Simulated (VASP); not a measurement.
Input of a VASP 6.6.1 run:

File INCAR:

```
PREC     = Accurate       # precision mode
ENCUT    = 600            # plane-wave cutoff, eV
EDIFF    = 1E-7           # SCF threshold, eV
ISMEAR   = 1              # smearing method
SIGMA    = 0.1            # smearing width, eV
LREAL    = False          # projectors in reciprocal space
LASPH    = True           # aspherical terms in the spheres
NELM     = 80             # most SCF steps
ALGO     = Normal         # electronic algorithm
ISIF     = 3              # what is computed and relaxed
LWAVE    = False          # write WAVECAR
LCHARG   = False          # write CHGCAR
GGA      = CA             # functional
IBRION   = 2              # ionic algorithm
NSW      = 90             # ionic steps
EDIFFG   = -0.005         # ionic threshold
```

Contents of KPOINTS:

```
Automatic mesh
0
Gamma
  16 16 16
```

Contents of POSCAR:

```
Sn                                      
1.0
   -2.8947284605      2.8947284605      1.5623128237
    2.8947284605     -2.8947284605      1.5623128237
    2.8947284605      2.8947284605     -1.5623128237
  Sn            
     2
Direct
     0.0000000000000000    0.0000000000000000    0.0000000000000000
     0.7500000000000000    0.2500000000000000    0.5000000000000000
```

Potentials or basis: VASP PAW LDA potentials, release 64 (Sn_d).

Run with:

```sh
$ cat potpaw_LDA.64/Sn_d/POTCAR > POTCAR
$ mpirun -np 1 vasp_std > vasp.out
```

Task: Estimate the band gap on the k mesh.

Result: None (metal or under the smearing width).

Final structure:
```
Sn
1.0
    -2.89473    2.89473    1.56231
     2.89473   -2.89473    1.56231
     2.89473    2.89473   -1.56231
Sn
2
Direct
  0.00000 0.00000 0.00000
  0.75000 0.25000 0.50000
```

Caveat: the relaxation stopped at its first step, so nothing moved.
